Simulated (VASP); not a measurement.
The input files of a VASP run:

POSCAR:
```
HfB2
1.0
  1.5660102064  -2.7124094731   0.0000000000
  1.5660102064   2.7124094731   0.0000000000
  0.0000000000   0.0000000000   3.4821228369
Hf B
1 2
Cart
  0.0000000000   0.0000000000   0.0000000000
  1.5660102064   0.9041382993   1.7910614184
  1.5660102064  -0.9041382993   1.7410614184
```

**INCAR**
```
ALGO=Normal
EDIFF=1E-7
ENCUT=600
ISIF=2
ISMEAR=1
LASPH=.TRUE.
LCHARG=.FALSE.
LMAXMIX=6
LMIXTAU=.TRUE.
LREAL=.FALSE.
LWAVE=.FALSE.
METAGGA=R2SCAN
NELM=100
PREC=Accurate
SIGMA=0.1
SYSTEM=HfB2
```

KPOINTS:
```
Automatic mesh
0
Gamma
10 10 8
0 0 0
```

POTCAR, in this order: Hf_pv B (PBE.64 set). Program: vasp_std.

**Question.** Translate this r2SCAN calculation to Ansatz.

**Answer.** One equivalent input (not run):
Ansatz 0.2 input:
```yaml
crystal:
  lattice:
    - [1.5660102, -2.7124095, 0.0000000]
    - [1.5660102, 2.7124095, 0.0000000]
    - [0.0000000, 0.0000000, 3.4821228]
  atoms:
    - { symbol: Hf, position: [0.0000000, 0.0000000, 0.0000000] }
    - { symbol: B, position: [0.3333330, 0.6666670, 0.5143591] }
    - { symbol: B, position: [0.6666670, 0.3333330, 0.5000000] }
kpoints:
  mp_grid: { grid: [10, 10, 8] }
hamiltonian:
  xc: r2scan
  pseudopotentials: { kind: paw }
scf:
  occupations: { method: methfessel_paxton, width: 0.1 }
  max_iter: 100
output: { forces: true, stress: true, eigenvalues: true }
```
The two are equivalent in intent, not identical: each code has its own PAW files, so the cut-off isn't converted (ENCUT is set for VASP's; basis.ecutwfc is left out, and Ansatz then takes the one that its files recommend); Ansatz stops its SCF on the density residual and VASP on the energy change (EDIFF).

The compound is HfB2 in the AlB2 type structure. This cell was strained or had an atom moved on purpose.
